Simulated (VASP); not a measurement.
Data:

```
LaPt3Si
1.0
    4.09418     0.00000     0.00000
    0.00000     4.09418     0.00000
    0.00000     0.00000     5.44515
La Si Pt
1 1 3
Direct
  0.50000   0.50000   0.69898
  0.00000   0.00000   0.96936
  0.50000   0.00000   0.19718
  0.00000   0.50000   0.19718
  0.00000   0.00000   0.54551
```

All values below come from PBEsol GGA, VASP's PBE PAW potentials (set 64) (plane waves; VASP). Run with 400 eV cut-off, 8×8×7 Γ-centred mesh, tetrahedra with Blöchl corrections, potentials La Si Pt.

The cores are frozen, which limits the accuracy of field gradients.

Problem. Give the principal components of the electric field gradient (V/Å²) and the asymmetry η at each nucleus.

Solution. 
```json
[
 {"atom": "La1", "Vxx": "-5.3", "Vyy": "-5.3", "Vzz": "10.5", "η": "0.00"},
 {"atom": "Si2", "Vxx": "9.3", "Vyy": "9.3", "Vzz": "-18.7", "η": "0.00"},
 {"atom": "Pt3", "Vxx": "114.1", "Vyy": "67.3", "Vzz": "-181.5", "η": "0.26"},
 {"atom": "Pt4", "Vxx": "114.1", "Vyy": "67.3", "Vzz": "-181.5", "η": "0.26"},
 {"atom": "Pt5", "Vxx": "173.7", "Vyy": "173.7", "Vzz": "-347.5", "η": "0.00"}
]
```

The structure comes from a computed database's LaSiPt3 entry (P4mm); how it stands against other phases isn't given here. It was relaxed first.
